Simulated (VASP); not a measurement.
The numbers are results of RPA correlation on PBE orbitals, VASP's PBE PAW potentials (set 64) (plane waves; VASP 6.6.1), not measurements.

Input for VASP

**POSCAR**
```
SiC
2.9984780
  0.0000000000   0.7071067388   0.7071067388
  0.7071067388   0.0000000000   0.7071067388
  0.7071067388   0.7071067388   0.0000000000
Si C
1 1
Cartesian
  0.0000000000   0.0000000000   0.0000000000
  0.3535533694   0.3535533694   0.3535533694
```

**KPOINTS**
```
kpoints
0
Gamma
  6 6 6
```

INCAR:
```
ALGO = ACFDT
ENCUT = 500
ENCUTGW = 300
GGA = PE
ISMEAR = 0
LASPH = T
LCHARG = F
LREAL = F
LWAVE = F
NBANDS = 531
NOMEGA = 12
PREC = Normal
SIGMA = 0.01
SYSTEM = SiC
```

POTCAR, in this order: Si_GW C_GW_new (PBE.64 set). Program: vasp_std. Read from the step before: WAVECAR, WAVEDER.

Output

File OUTCAR:
```
 ion  position               nearest neighbor table
   1  0.000  0.000  0.000-   2 1.84   2 1.84   2 1.84   2 1.84
   2  0.250  0.250  0.250-   1 1.84   1 1.84   1 1.84   1 1.84
  LATTYP: Found a face centered cubic cell.
 ALAT       =     4.2404880000
 Subroutine PRICEL returns:
 Original cell was already a primitive cell.
 Subroutine GETGRP returns: Found 24 space group operations
The static configuration has the point symmetry T_d .
The dynamic configuration has the point symmetry T_d .
 Subroutine INISYM returns: Found 24 space group operations
 Subroutine IBZKPT returns following result:
 Found     16 irreducible k-points:

 Following reciprocal coordinates:
            Coordinates               Weight
  0.000000  0.000000  0.000000      1.000000
  0.166667  0.000000  0.000000      8.000000
  0.333333  0.000000  0.000000      8.000000
  0.500000  0.000000  0.000000      4.000000
  0.166667  0.166667  0.000000      6.000000
  0.333333  0.166667  0.000000     24.000000
  0.500000  0.166667  0.000000     24.000000
 -0.333333  0.166667  0.000000     24.000000
 -0.166667  0.166667  0.000000     12.000000
...
```

OSZICAR:
```
energies w=
    0.000    0.311    0.000    1.020    0.000    2.016    0.000    3.613
    0.000    6.354    0.000   11.250    0.000   20.253    0.000   37.272
    0.000   70.454    0.000  137.895    0.000  286.594    0.000  718.370
NQ=   1    0.0000    0.0000    0.0000,
 performed       5021000 updates of chi_q(r,r)
NQ=   2    0.1667    0.0000    0.0000,
 performed      10042000 updates of chi_q(r,r)
NQ=   3    0.3333    0.0000    0.0000,
 performed      15063000 updates of chi_q(r,r)
NQ=   4    0.5000    0.0000    0.0000,
 performed      20084000 updates of chi_q(r,r)
NQ=   5    0.1667    0.1667    0.0000,
 performed      25105000 updates of chi_q(r,r)
NQ=   6    0.3333    0.1667    0.0000,
 performed      30126000 updates of chi_q(r,r)
NQ=   7    0.5000    0.1667    0.0000,
 performed      35147000 updates of chi_q(r,r)
NQ=   8   -0.3333    0.1667    0.0000,
 performed      40168000 updates of chi_q(r,r)
NQ=   9   -0.1667    0.1667    0.0000,
 performed      45189000 updates of chi_q(r,r)
NQ=  10    0.3333    0.3333    0.0000,
 performed      50210000 updates of chi_q(r,r)
NQ=  11    0.5000    0.3333    0.0000,
 performed      55231000 updates of chi_q(r,r)
NQ=  12   -0.3333    0.3333    0.0000,
 performed      60252000 updates of chi_q(r,r)
NQ=  13    0.5000    0.5000    0.0000,
 performed      65273000 updates of chi_q(r,r)
NQ=  14    0.5000    0.3333    0.1667,
 performed      70294000 updates of chi_q(r,r)
NQ=  15   -0.3333    0.3333    0.1667,
 performed      75315000 updates of chi_q(r,r)
NQ=  16   -0.3333    0.5000    0.1667,
 performed      80336000 updates of chi_q(r,r)
```

File OUTCAR:
```


      cutoff energy     smooth cutoff   RPA   correlation   Hartree contr. to MP2
---------------------------------------------------------------------------------
            300.000           240.000      -12.6781061681      -19.7454905876
            285.714           228.571      -12.6423969363      -19.7081691700
            272.109           217.687      -12.6035541638      -19.6674377951
            259.151           207.321      -12.5615081616      -19.6231833895
            246.811           197.449      -12.5158127236      -19.5748824364
            235.058           188.046      -12.4664765099      -19.5224707507
            223.865           179.092      -12.4130105043      -19.4653569648
            213.204           170.564      -12.3554098950      -19.4034540062
  linear regression
  converged value                          -13.1618014264      -20.2587495214
```
(Selected blocks of OUTCAR.)

The mesh is coarse, so the correlation energy is not converged in k-points.

The compound is SiC in the zinc blende structure. This cell is one point of a volume scan, at 0.92 of the reference volume. The k-mesh is coarse (spacing up to 0.43 per Å, 2π included), so the numbers may not be converged in it.
